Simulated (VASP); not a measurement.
Write the native input for VASP 6.6.1 that does the following.

- Task: single point
- Functional: HSE06
- Potentials or basis: VASP PAW PBE potentials, release 64 (Fe, C)
- Cutoff: 450 eV
- k mesh: 2 × 2 × 2
- Occupations: gaussian, width 0.03 eV
- Spin: collinear spin, ferromagnetic start
- Starting moments: [2.0, 0.0, 0.0, 0.0, 0.0, 0.0, 0.0, 0.0, 0.0, 0.0, 0.0, 0.0, 0.0, 0.0, 0.0, 0.0, 0.0, 0.0, 0.0, 0.0, 0.0, 0.0, 0.0, 0.0] μB
- Fixed moment: 2 μB
- Dq: 0
- Grid for exact exchange (PRECFOCK): Fast
- Screening parameter: 0.2 1/A
- Further INCAR settings: LREAL = Auto; ALGO = Damped; EDIFF = 0.0001; NBANDS = 72; ISYM = -1

Crystal: FeC23 (a cell with a defect).

```
CELL_PARAMETERS angstrom
0.00000 5.35032 5.35032
3.56688 0.00000 3.56688
3.56688 3.56688 0.00000
ATOMIC_POSITIONS crystal
Fe 0.99411 0.00159 0.00154
C 0.00049 0.00145 0.49757
C 0.00055 0.49976 0.99914
C 0.00000 0.50122 0.49951
C 0.33242 0.00315 0.00110
C 0.33873 0.00039 0.49046
C 0.33895 0.49203 0.99850
C 0.33196 0.50198 0.49989
C 0.66794 0.00009 0.99784
C 0.65916 0.00467 0.50648
C 0.65916 0.50882 0.00236
C 0.66701 0.50126 0.49904
C 0.09380 0.13783 0.13545
C 0.09685 0.13699 0.58057
C 0.09738 0.58102 0.13540
C 0.08403 0.62595 0.62374
C 0.42593 0.11887 0.11710
C 0.41208 0.12712 0.63005
C 0.41209 0.63209 0.12511
C 0.41764 0.62482 0.62286
C 0.71107 0.14795 0.14529
C 0.75047 0.12753 0.62377
C 0.75056 0.62612 0.12519
C 0.74760 0.62761 0.62536
```

One way to write it, as run:

POSCAR

```
FeC23                                   
1.0
    0.0000000000      5.3503200000      5.3503200000
    3.5668800000      0.0000000000      3.5668800000
    3.5668800000      3.5668800000      0.0000000000
  Fe              C             
     1    23
Direct
     0.9941058467399687    0.0015947658391175    0.0015448538433791
     0.0004883876997670    0.0014471682375785    0.4975683943260661
     0.0005476052945744    0.4997632162095548    0.9991406163799518
     0.9999976832203495    0.5012175752377711    0.4995071355687417
     0.3324180758588697    0.0031494456080440    0.0010954708539399
     0.3387264240270494    0.0003939947072307    0.4904617664097872
     0.3389530145418347    0.4920346277996709    0.9985002774880773
     0.3319636770786374    0.5019783217182475    0.4998937598305562
     0.6679376726589238    0.0000868516379036    0.9978376726843389
     0.6591580069041912    0.0046654305227447    0.5064825312208954
     0.6591594258937805    0.5088218547967065    0.0023608575180629
     0.6670083656059919    0.5012646618836702    0.4990404454880168
     0.0937973054538472    0.1378256815084123    0.1354485614493706
     0.0968485534248469    0.1369901626925187    0.5805702722297019
     0.0973762120466274    0.5810202228855597    0.1354031434087954
     0.0840258749201532    0.6259469326372622    0.6237371020737916
     0.4259282867332579    0.1188673598511941    0.1170958771385432
     0.4120777119750750    0.1271204739727574    0.6300466760684755
     0.4120871829167793    0.6320874194749573    0.1251052776357894
     0.4176361822661977    0.6248178531677745    0.6228641058263200
     0.7110726643228823    0.1479545414421940    0.1452868711012672
     0.7504663538487540    0.1275323372202658    0.6237656344151588
     0.7505575313040213    0.6261154113823674    0.1251889915224966
     0.7475969552636004    0.6276146895664940    0.6253587055184778
```

INCAR.step1

```
ALGO = Normal ; EDIFF = 1E-5
ENCUT = 450 ; GGA = PE
ISIF = 2 ; ISMEAR = 0
ISPIN = 2 ; ISYM = -1
KPAR = 2 ; LASPH = True
LMAXMIX = 4 ; LORBIT = 11
LREAL = Auto ; LWAVE = True
MAGMOM = 2 0 0 0 0 0 0 0 0 0 0 0 0 0 0 0 0 0 0 0 0 0 0 0 ; NBANDS = 72
NELM = 70 ; NKRED = 2
NUPDOWN = 2 ; PREC = Accurate
SIGMA = 0.03 ; TIME = 0.4
```

INCAR.step2

```
ALGO = Damped ; EDIFF = 1E-4
ENCUT = 450 ; GGA = PE
HFSCREEN = 0.2 ; ISIF = 2
ISMEAR = 0 ; ISPIN = 2
ISTART = 1 ; ISYM = -1
KPAR = 2 ; LASPH = True
LCHARG = False ; LHFCALC = True
LMAXMIX = 4 ; LORBIT = 11
LREAL = Auto ; LWAVE = False
MAGMOM = 2 0 0 0 0 0 0 0 0 0 0 0 0 0 0 0 0 0 0 0 0 0 0 0 ; NBANDS = 72
NELM = 70 ; NKRED = 2
NUPDOWN = 2 ; PREC = Accurate
PRECFOCK = Fast ; SIGMA = 0.03
TIME = 0.4
```

KPOINTS

```
k-points
0
Gamma
  2 2 2
```

Potentials or basis: VASP PAW PBE potentials, release 64 (Fe, C).

Command:

```bash
$ cat potpaw_PBE.64/Fe/POTCAR potpaw_PBE.64/C/POTCAR > POTCAR
$ cp INCAR.step1 INCAR
$ mpirun -np 4 vasp_std > vasp.out
$ cp INCAR.step2 INCAR
$ mpirun -np 4 vasp_std > vasp.out
```

It gave:

* Largest force: 0.470 eV/Å
* Net moment: 2.00 μB per cell
* Site moments: Fe +1.82; C +0.02, +0.01, +0.00, -0.00, -0.04, -0.03 μB
* Valence electrons inside the program's atomic spheres: Fe 8.69; C 2.60, 2.58, 2.63, 2.59, 2.62, 2.69, 2.67, 2.57, 2.56

Caveat: the k mesh is coarse (spacing up to 0.76 Å⁻¹), so the values aren't converged, least of all with exact exchange; the PAW data sets were made with another functional, which shifts forces and pressure a little; the total moment is fixed, so each spin has its own Fermi level.

It took 5.2 min on 4 MPI ranks on Intel(R) Xeon(R) 6975P-C (Granite Rapids), on a shared host, peak memory 0.42 GiB a rank.
